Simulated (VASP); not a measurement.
The input files of a VASP run:

**INCAR**
```
SYSTEM = TiN
PREC = Accurate
ENCUT = 600
EDIFF = 1E-7
NELM = 100
ALGO = Normal
LREAL = .FALSE.
LASPH = .TRUE.
ISMEAR = 1
SIGMA = 0.1
GGA = PE
LMAXMIX = 4
LWAVE = .FALSE.
LCHARG = .FALSE.
ISIF = 2
```

### KPOINTS
```
K-points
0
Gamma
 14 14 14
```

File POSCAR:
```
TiN
4.2487880
  0.0000000000   0.5000000242   0.5000000242
  0.5000000242   0.0000000000   0.5000000242
  0.5000000242   0.5000000242   0.0000000000
Ti N
1 1
direct
  0.0000000000   0.0000000000   0.0000000000
  0.5000000000   0.5000000000   0.5000000000
```

POTCAR, in this order: Ti_sv N (PBE.64 set). Program: vasp_std.

Task: Translate this PBE calculation to Quantum ESPRESSO's pw.x.

Result: One equivalent input (not run):
```
&CONTROL
  calculation = 'scf'
  pseudo_dir = './pseudo'
  outdir = './out'
  tprnfor = .true.
  tstress = .true.
/
&SYSTEM
  ibrav = 0
  nat = 2
  ntyp = 2
  ecutwfc = 84
  occupations = 'smearing'
  smearing = 'methfessel-paxton'
  degauss = 0.00735
  input_dft = 'pbe'
/
&ELECTRONS
  conv_thr = 7.3e-09
  electron_maxstep = 100
/
ATOMIC_SPECIES
  Ti 47.867 Ti.upf
  N 14.007 N.upf
CELL_PARAMETERS angstrom
    -0.0000000    2.1243941    2.1243941
     2.1243941   -0.0000000    2.1243941
     2.1243941    2.1243941    0.0000000
ATOMIC_POSITIONS crystal
  Ti   0.0000000  0.0000000  0.0000000
  N    0.5000000  0.5000000  0.5000000
K_POINTS automatic
  14 14 14 0 0 0
```
Limits of the translation: the potentials are each code's own (VASP's PAW set, PseudoDojo norm-conserving files in pw.x), so ENCUT and ecutwfc are chosen apart and not converted; conv_thr bounds pw.x's estimated SCF error, while EDIFF bounds the energy change between steps.

The compound is TiN in the rock salt structure. It was relaxed first.
